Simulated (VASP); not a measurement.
Crystal: B2C.

```
CELL_PARAMETERS angstrom
6.07057 -1.98026 -0.01994
6.08391 2.02174 -0.03087
-0.30186 -0.01184 3.91710
ATOMIC_POSITIONS crystal
B 0.33490 0.57791 0.16268
B 0.68300 0.18099 0.77274
B 0.81323 0.35349 0.20892
B 0.37981 0.74164 0.84853
B 0.31323 0.32709 0.96993
B 0.74540 0.87131 0.57010
B 0.71993 0.62355 0.05928
B 0.10702 0.27082 0.38655
C 0.06972 0.93626 0.99040
C 0.50899 0.53259 0.50715
C 0.51205 0.97978 0.24875
C 0.02639 0.46962 0.72789
```

The cell was built by a generator and needn't be a form met in nature.

| Property | Result |
| --- | --- |
| Program | VASP 6.6.1 |
| Task | relaxation of cell and atoms |
| Functional | PBE |
| Potentials or basis | VASP PAW PBE potentials, release 64 (B, C) |
| Cutoff | 520 eV |
| k mesh | 6 × 6 × 6 |
| Occupations | gaussian, width 0.15 eV |
| Spin | no spin polarisation |

At the start: pressure -2.8 GPa; volume 7.94 Å³/atom.

How do energy, volume and symmetry change on relaxing?

Over 38 steps the energy falls by 328.2 meV/atom and the volume is 7.53 Å³/atom (-5.1 %); space group C2 (No. 5, to 0.05 Å).

Step by step:
```tsv
step	energy change (eV)	largest force (eV/Å)	pressure (GPa)	volume (Å³)
1	0.0000	8.3441	-2.79	95.24
2	-0.0989	13.0972	10.81	93.28
3	-2.8779	2.6523	-8.31	94.34
4	-3.4219	2.3681	4.60	89.19
5	-3.5890	1.5771	-0.93	90.78
6	-3.7771	1.4613	2.41	89.25
7	-3.7984	1.0946	1.35	89.62
8	-3.8776	0.6844	0.42	89.84
9	-3.8784	0.6222	0.48	89.82
10	-3.9139	0.3088	-0.14	90.13
11	-3.9139	0.3109	-0.15	90.14
12	-3.9272	0.2732	0.09	90.17
13	-3.9273	0.2902	0.11	90.17
14	-3.9308	0.2058	-0.07	90.24
15	-3.9309	0.1358	-0.04	90.23
16	-3.9331	0.0904	-0.13	90.24
17	-3.9331	0.1101	-0.15	90.24
18	-3.9345	0.0615	0.08	90.17
19	-3.9346	0.0745	0.13	90.16
20	-3.9350	0.0853	0.08	90.19
21	-3.9350	0.0650	0.08	90.18
22	-3.9354	0.0465	-0.04	90.24
23	-3.9355	0.0554	-0.08	90.26
24	-3.9358	0.0459	-0.06	90.27
25	-3.9360	0.0732	-0.05	90.28
26	-3.9363	0.0437	-0.04	90.28
27	-3.9366	0.0863	0.01	90.26
28	-3.9368	0.0773	0.03	90.26
29	-3.9372	0.0590	0.07	90.26
30	-3.9368	0.1011	0.14	90.24
31	-3.9372	0.0602	0.09	90.25
32	-3.9375	0.0431	0.08	90.27
33	-3.9377	0.0546	0.04	90.29
34	-3.9379	0.0415	0.00	90.32
35	-3.9381	0.0782	-0.12	90.37
36	-3.9383	0.0659	-0.11	90.37
37	-3.9386	0.0603	-0.11	90.37
38	-3.9388	0.0247	-0.04	90.34
```

Final structure:
```cif
data_structure
_symmetry_space_group_name_H-M 'P 1'
_symmetry_Int_Tables_number 1
_cell_length_a 6.3338
_cell_length_b 6.3344
_cell_length_c 3.8704
_cell_angle_alpha 94.049
_cell_angle_beta 94.054
_cell_angle_gamma 35.689
_cell_volume 90.34
loop_
_atom_site_label
_atom_site_type_symbol
_atom_site_fract_x
_atom_site_fract_y
_atom_site_fract_z
_atom_site_occupancy
B1 B 0.31952 0.58397 0.16496 1
B2 B 0.68468 0.18970 0.78739 1
B3 B 0.81694 0.32196 0.20479 1
B4 B 0.42233 0.68719 0.82685 1
B5 B 0.35343 0.28851 0.97122 1
B6 B 0.71829 0.89319 0.58056 1
B7 B 0.71743 0.65378 0.02092 1
B8 B 0.11291 0.28862 0.41164 1
C1 C 0.04424 0.96243 0.99608 1
C2 C 0.54172 0.46489 0.49600 1
C3 C 0.48935 0.01372 0.24616 1
C4 C 0.99283 0.51709 0.74634 1
```
